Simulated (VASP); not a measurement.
Shape and ions are relaxed at each volume.

Consider the following.

```
MnF2
1.0
    4.89299     0.00000     0.00000
    0.00000     4.89299     0.00000
    0.00000     0.00000     3.32390
Mn F
2 4
Cartesian
  0.00000   4.89299   0.00000
  2.44649   2.44649   1.66195
  1.48398   1.48398   0.00000
  3.93047   0.96252   1.66195
  0.96252   3.93047   1.66195
  3.40901   3.40901   0.00000
```
Starting moments (μB, in the order of the record's atoms Mn Mn F F F F): 4.5 -4.5 0.0 0.0 0.0 0.0.

Calculation: PBE GGA with D4 dispersion, VASP's PBE PAW potentials (set 64) (plane waves; VASP 6.6.1). Run with 520 eV cut-off, 5×5×7 Γ-centred mesh, Gaussian smearing of 0.050 eV, potentials Mn_pv F.

Problem. Give the energy at these volumes per atom, relative to the lowest: 12.41, 12.81, 13.20, 13.60, 13.99 Å³.

Solution. 17.2, 4.6, 0.0, 2.2, 10.0 meV/atom. A third-order Birch-Murnaghan fit gives B0 = 88.9 GPa and B0′ = 4.8.

The compound is MnF2 in the rutile structure. It was relaxed first.
